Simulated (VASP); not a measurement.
# MgC2 (P4_2/mnm) in VASP: single point with HSE06

Aim: the single point of MgC2 with HSE06.

Everything below comes from runs of VASP 6.6.1. Logs are shortened: lines on timing, memory, paths and dates and some standing lists are left out, and cuts for length are marked.

## (1) The crystal as given

It takes space group P4_2/mnm (No. 136, tetragonal). The conventional cell has a = 3.920 Å, b = 3.920 Å, c = 4.899 Å, α = 90.00°, β = 90.00°, γ = 90.00°. Mg (site symmetry mmm) is surrounded by 2 C at 2.14 Å. C (site symmetry m2m) has 1 C at 1.25 Å as nearest neighbours.

The cell comes from a database or a generator and needn't be the stable form of this composition.

## (2) Single point, HSE06

File POSCAR:

```
MgC2
1.0
    3.9204400000      0.0000000000      0.0000000000
    0.0000000000      3.9204400000      0.0000000000
    0.0000000000      0.0000000000      4.8989300000
Mg C
2 4
Direct
    0.5000000000      0.5000000000      0.0000000000
    0.0000000000      0.0000000000      0.5000000000
    0.8868800000      0.8868800000      0.0000000000
    0.6131200000      0.3868800000      0.5000000000
    0.1131200000      0.1131200000      0.0000000000
    0.3868800000      0.6131200000      0.5000000000
```

File INCAR.step1:

```
SYSTEM = MgC2
PREC     = Accurate       ! precision mode
ENCUT    = 520            ! plane-wave cutoff, eV
EDIFF    = 1E-5           ! SCF threshold, eV
ISMEAR   = 0              ! smearing method
SIGMA    = 0.02           ! smearing width, eV
LREAL    = .FALSE.        ! projectors in reciprocal space
LASPH    = .TRUE.         ! aspherical terms in the spheres
NELM     = 100            ! most SCF steps
ALGO     = Normal         ! electronic algorithm
ISIF     = 2              ! what is computed and relaxed
LWAVE    = .TRUE.         ! write WAVECAR
LCHARG   = .FALSE.        ! write CHGCAR
NBANDS   = 19             ! bands
GGA      = PE             ! functional
```

File INCAR.step2:

```
SYSTEM = MgC2
PREC     = Accurate       ! precision mode
ENCUT    = 520            ! plane-wave cutoff, eV
EDIFF    = 1E-6           ! SCF threshold, eV
ISMEAR   = 0              ! smearing method
SIGMA    = 0.02           ! smearing width, eV
LREAL    = .FALSE.        ! projectors in reciprocal space
LASPH    = .TRUE.         ! aspherical terms in the spheres
NELM     = 100            ! most SCF steps
ALGO     = Normal         ! electronic algorithm
ISIF     = 2              ! what is computed and relaxed
LWAVE    = .FALSE.        ! write WAVECAR
LCHARG   = .FALSE.        ! write CHGCAR
GGA      = PE             ! functional
LHFCALC  = .TRUE.         ! exact exchange
HFSCREEN = 0.2            ! screening, 1/A
PRECFOCK = Fast         
NBANDS   = 19             ! bands
ISTART   = 1
```

File KPOINTS:

```
regular mesh
0
G
  4 4 4
  0 0 0
```

Potentials or basis: VASP PAW PBE potentials, release 64 (Mg, C).

On the command line:

```
$ cat potpaw_PBE.64/Mg/POTCAR potpaw_PBE.64/C/POTCAR > POTCAR
$ cp INCAR.step1 INCAR
$ mpirun -np 1 vasp_std > vasp.out
$ cp INCAR.step2 INCAR
$ mpirun -np 1 vasp_std > vasp.out
```

OUTCAR:

```text
SYSTEM = MgC2
   PREC = Accurate
   ENCUT = 520
   EDIFF = 1E-6
   ISMEAR = 0
   LREAL = .FALSE.
   LASPH = .TRUE.
   NELM = 100
   ISIF = 2
   GGA = PE
   LHFCALC = .TRUE.
   HFSCREEN = 0.2
   PRECFOCK = Fast
   ISTART = 1

 ion  position               nearest neighbor table
   1  0.500  0.500  0.000-   3 2.14   5 2.14   4 2.53   6 2.53   4 2.53   6 2.53   5 2.84   5 2.84
                             3 2.84   3 2.84
   2  0.000  0.000  0.500-   4 2.14   6 2.14   5 2.53   3 2.53   3 2.53   5 2.53   4 2.84   6 2.84
                             4 2.84   6 2.84
   3  0.887  0.887  0.000-   5 1.25   1 2.14   2 2.53   2 2.53   1 2.84   1 2.84
   4  0.613  0.387  0.500-   6 1.25   2 2.14   1 2.53   1 2.53   2 2.84   2 2.84
   5  0.113  0.113  0.000-   3 1.25   1 2.14   2 2.53   2 2.53   1 2.84   1 2.84
   6  0.387  0.613  0.500-   4 1.25   2 2.14   1 2.53   1 2.53   2 2.84   2 2.84

  LATTYP: Found a simple tetragonal cell.
 ALAT       =     3.9204400000
 C/A-ratio  =     1.2495867811

  Lattice vectors:

 A1 = (   3.9204400000,   0.0000000000,   0.0000000000)
 A2 = (   0.0000000000,   3.9204400000,   0.0000000000)
 A3 = (   0.0000000000,   0.0000000000,   4.8989300000)

Analysis of symmetry for initial positions (statically):
=====================================================================
 Subroutine PRICEL returns:
 Original cell was already a primitive cell.

 Routine SETGRP: Setting up the symmetry group for a
 simple tetragonal supercell.

 Subroutine GETGRP returns: Found 16 space group operations
 (whereof  8 operations were pure point group operations)
 out of a pool of 16 trial point group operations.

The static configuration has the point symmetry D_2h.
 The point group associated with its full space group is D_4h.

Analysis of symmetry for dynamics (positions and initial velocities):
=====================================================================
 Subroutine PRICEL returns:
 Original cell was already a primitive cell.

 Routine SETGRP: Setting up the symmetry group for a
 simple tetragonal supercell.

 Subroutine GETGRP returns: Found 16 space group operations
 (whereof  8 operations were pure point group operations)
 out of a pool of 16 trial point group operations.

The dynamic configuration has the point symmetry D_2h.
 The point group associated with its full space group is D_4h.

 Subroutine INISYM returns: Found 16 space group operations
 (whereof  8 operations are pure point group operations),
 and found     1 'primitive' translations

----------------------------------------------------------------------------------------

                                     Primitive cell

  volume of cell :      75.2958

  direct lattice vectors                    reciprocal lattice vectors
     3.920440000  0.000000000  0.000000000     0.255073410  0.000000000  0.000000000
     0.000000000  3.920440000  0.000000000     0.000000000  0.255073410  0.000000000
     0.000000000  0.000000000  4.898930000     0.000000000  0.000000000  0.204126207

  length of vectors
     3.920440000  3.920440000  4.898930000     0.255073410  0.255073410  0.204126207

  position of ions in fractional coordinates (direct lattice)
     0.500000000  0.500000000  0.000000000
     0.000000000  0.000000000  0.500000000
     0.886880000  0.886880000  0.000000000
     0.613120000  0.386880000  0.500000000
     0.113120000  0.113120000  0.000000000
     0.386880000  0.613120000  0.500000000

  ion indices of the primitive-cell ions
   primitive index   ion index
                 1           1
                 2           2
                 3           3
                 4           4
                 5           5
                 6           6

----------------------------------------------------------------------------------------

 KPOINTS: regular mesh

Automatic generation of k-mesh.
 Grid dimensions read from file:
 generate k-points for:    4    4    4

 Generating k-lattice:

  Cartesian coordinates                     Fractional coordinates (reciprocal lattice)
     0.063768353  0.000000000  0.000000000     0.250000000  0.000000000  0.000000000
     0.000000000  0.063768353  0.000000000     0.000000000  0.250000000  0.000000000
     0.000000000  0.000000000  0.051031552     0.000000000  0.000000000  0.250000000

  Length of vectors
     0.063768353  0.063768353  0.051031552

  Shift w.r.t. Gamma in fractional coordinates (k-lattice)
     0.000000000  0.000000000  0.000000000

 Subroutine IBZKPT returns following result:
 ===========================================

 Found     18 irreducible k-points:

 Following reciprocal coordinates:
            Coordinates               Weight
  0.000000  0.000000  0.000000      1.000000
  0.250000  0.000000  0.000000      4.000000
  0.500000  0.000000  0.000000      2.000000
  0.250000  0.250000  0.000000      4.000000
  0.500000  0.250000  0.000000      4.000000
  0.500000  0.500000  0.000000      1.000000
[... 10 lines left out ...]
  0.500000  0.250000  0.500000      4.000000
  0.500000  0.500000  0.500000      1.000000
   k-points           NKPTS =     18   k-points in BZ     NKDIM =     64   number of bands    NBANDS=     19
   number of dos      NEDOS =    301   number of ions     NIONS =      6
   total plane-waves  NPLWV =  32400
   dimension x,y,z NGX =    30 NGY =   30 NGZ =   36
   dimension x,y,z NGXF=    60 NGYF=   60 NGZF=   72
   ions per type =               2   4
   NGX,Y,Z   is equivalent  to a cutoff of  12.72, 12.72, 12.22 a.u.
   NGXF,Y,Z  is equivalent  to a cutoff of  25.44, 25.44, 24.43 a.u.
 SYSTEM =  MgC2
   PREC   = accura    normal or accurate (medium, high low for compatibility)
   ISTART =      1    job   : 0-new  1-cont  2-samecut
   ICHARG =      0    charge: 1-file 2-atom 10-const
   ISPIN  =      1    spin polarized calculation?
   LNONCOLLINEAR =      F non collinear calculations
   LSORBIT =      F    spin-orbit coupling
   LASPH  =      T    aspherical Exc in radial PAW
   ENCUT  =  520.0 eV  38.22 Ry    6.18 a.u.   7.29  7.29  9.11*2*pi/ulx,y,z
   NELM   =    100;   NELMIN=  2; NELMDL=  0     # of ELM steps
   EDIFF  = 0.1E-05   stopping-criterion for ELM
   LREAL  =      F    real-space projection
   EDIFFG = 0.1E-04   stopping-criterion for IOM
   NSW    =      0    number of steps for IOM
   IBRION =     -1    ionic relax: 0-MD 1-quasi-New 2-CG
   NFREE  =      0    steps in history (QN), initial steepest desc. (CG)
   ISIF   =      2    stress and relaxation
   ISYM   =      3    0-nonsym 1-usesym 2-fastsym
   POTIM  = 0.5000    time-step for ionic-motion
   TEBEG  =    0.0;   TEEND  =   0.0 temperature during run
   PSTRESS=    0.0 pullay stress
   NELECT =      20.0000    total number of electrons
   NUPDOWN=      -1.0000    fix difference up-down
   EMIN   =  10.00;   EMAX   =-10.00  energy-range for DOS
   EFERMI =   0.00;   METHOD = LEGACY
   ISMEAR =     0;   SIGMA  =   0.02  broadening in eV -4-tet -1-fermi 0-gaus
   EFERMI_NEDOS =   21; number of points for ismear=-14 and -15
   IALGO  =     38    algorithm
   IMIX   =      1    mixing-type and parameters
     AMIX     =   0.40;   BMIX     =  1.00
     AMIX_MAG =   1.60;   BMIX_MAG =  1.00
  volume/ion in A,a.u.               =      12.55        84.69
  Fermi-wavevector in a.u.,A,eV,Ry     =   1.052352  1.988658 15.067713  1.107446
  Thomas-Fermi vector in A             =   2.187432
   LORBIT       =      0    0 simple, 1 ext, 2 COOP (PROOUT), +10 PAW based schemes
   GGA     = PE    functional components
   LHFCALC =     T    Hartree Fock is set to
   PRECFOCK=fast      Normal, Fast or Accurate (Low or Medium for compatibility)
   ENCUT4O =  -1.0   cutoff for four orbital integrals eV
   NKREDX  =     1    reduce k-point grid by
   NKREDY  =     1    reduce k-point grid by
   NKREDZ  =     1    reduce k-point grid by
   AEXX    =    0.2500 exact exchange contribution
   HFSCREEN=    0.2000 screening length (either q_TF or 0.3 A-1)
   HFSCREENC=   0.2000 screening length for correlation (either q_TF or 0.3 A-1)
   ENCUTFOCK=  -1.0 apply spherical cutoff to Coloumb kernel
   IVDW    =     0    specifies the selected vdW correction
   LEPSILON=     F    determine dielectric tensor
   LRPA    =     F    only Hartree local field effects (RPA)
 non-spin polarized calculation
 Gauss-broadening in eV      SIGMA  =   0.02
  energy-cutoff  :      520.00
  volume of cell :       75.30
 maximum number of plane-waves:      2059
 NGX is ok and might be reduce to    30
  NGX = 16; NGY = 16; NGZ = 20

 number of electron      19.9999998 magnetization

 Free energy of the ion-electron system (eV)
  ---------------------------------------------------
  ext. energy  EPLUGINS =         0.00000000
  ---------------------------------------------------
  free energy    TOTEN  =       -42.99384807 eV

  energy without entropy =      -42.99384807  energy(sigma->0) =      -42.99384807

 E-fermi :   0.5589     XC(G=0):  -8.0065

 val. band max:        0.4259382566   @ k =   0.5000   0.5000   0.5000
 cond. band min:       4.0827142994   @ k =   0.0000   0.0000   0.0000
 fundamental gap:      3.6567760428
 Fermi energy:         0.5589270813

 k-point     1 :       0.0000    0.0000    0.0000
  band No.  band energies     occupation
      1     -13.9358      2.00000
      2     -12.9222      2.00000
      3      -3.2799      2.00000
      4      -3.0038      2.00000
      5      -3.0038      2.00000
      6      -2.9622      2.00000
[... 11 lines left out ...]
     18      13.1686      0.00000
     19      13.9908      0.00000

 k-point     2 :       0.2500    0.0000    0.0000
  band No.  band energies     occupation
      1     -13.7169      2.00000
      2     -12.9771      2.00000
      3      -3.9167      2.00000
      4      -3.9121      2.00000
      5      -2.8447      2.00000
      6      -2.2869      2.00000
[... 344 lines left out ...]
 k-point    18 :       0.5000    0.5000    0.5000
  band No.  band energies     occupation
      1     -13.0489      2.00000
      2     -13.0489      2.00000
      3      -4.5197      2.00000
      4      -4.5197      2.00000
      5      -2.3972      2.00000
      6      -2.3972      2.00000
[... 11 lines left out ...]
     18      12.6402      0.00000
     19      12.7028      0.00000

------------------------ aborting loop because EDIFF is reached ----------------------------------------

  FORCE on cell =-STRESS in cart. coord.  units (eV):
  Direction    XX          YY          ZZ          XY          YZ          ZX
  --------------------------------------------------------------------------------------
  -------------------------------------------------------------------------------------
  Total       -0.6152895     -0.6152895      0.6083729      0.0000000      0.0000000      0.0000000
  in kB      -13.0923991    -13.0923991     12.9452237      0.0000000      0.0000000      0.0000000
  external PRESSURE =      -4.4131915 kB  Pullay stress =       0.0000000 kB

 VOLUME and BASIS-vectors are now :
 -----------------------------------------------------------------------------
  energy-cutoff  :      520.00
  volume of cell :       75.30
      direct lattice vectors                 reciprocal lattice vectors
     3.920440000  0.000000000  0.000000000     0.255073410  0.000000000  0.000000000
     0.000000000  3.920440000  0.000000000     0.000000000  0.255073410  0.000000000
     0.000000000  0.000000000  4.898930000     0.000000000  0.000000000  0.204126207

 POSITION                                       TOTAL-FORCE (eV/Angst)
 -----------------------------------------------------------------------------------
      1.96022      1.96022      0.00000         0.000000     -0.000000     -0.000000
      0.00000      0.00000      2.44947         0.000000     -0.000000     -0.000000
      3.47696      3.47696      0.00000         0.677172      0.677172      0.000000
      2.40370      1.51674      2.44947        -0.677172      0.677172     -0.000000
      0.44348      0.44348      0.00000        -0.677172     -0.677172      0.000000
      1.51674      2.40370      2.44947         0.677172     -0.677172      0.000000
 -----------------------------------------------------------------------------------
    total drift:                                0.000042      0.000045     -0.000021

  FREE ENERGIE OF THE ION-ELECTRON SYSTEM (eV)
  ---------------------------------------------------
  free  energy   TOTEN  =       -42.9938480740 eV

  energy  without entropy=      -42.9938480740  energy(sigma->0) =      -42.99384807
```

It took 13 min on 1 thread of Intel Xeon Platinum 8259CL at 2.50GHz (Skylake/Cascade Lake), shared host; peak memory 0.3 GiB.

What came out:

- Free energy: -42.9938 eV
- Pressure: -0.4 GPa
- Largest force: 0.958 eV/Å
- Band gap on the k mesh: 3.66 eV, indirect (least direct gap 3.85 eV)

Forces on the atoms (eV/Å):
```
Mg   0.000  0.000  0.000
Mg   0.000  0.000  0.000
C    0.677  0.677  0.000
C   -0.677  0.677  0.000
C   -0.677 -0.677  0.000
C    0.677 -0.677  0.000
```

Stress tensor (GPa, compression positive):
```
-1.31  0.00  0.00
 0.00 -1.31  0.00
 0.00  0.00  1.29
```

Caveat: the standard files for N, O and F lose accuracy on very short bonds; the PAW data sets were made with another functional, which shifts forces and pressure a little.
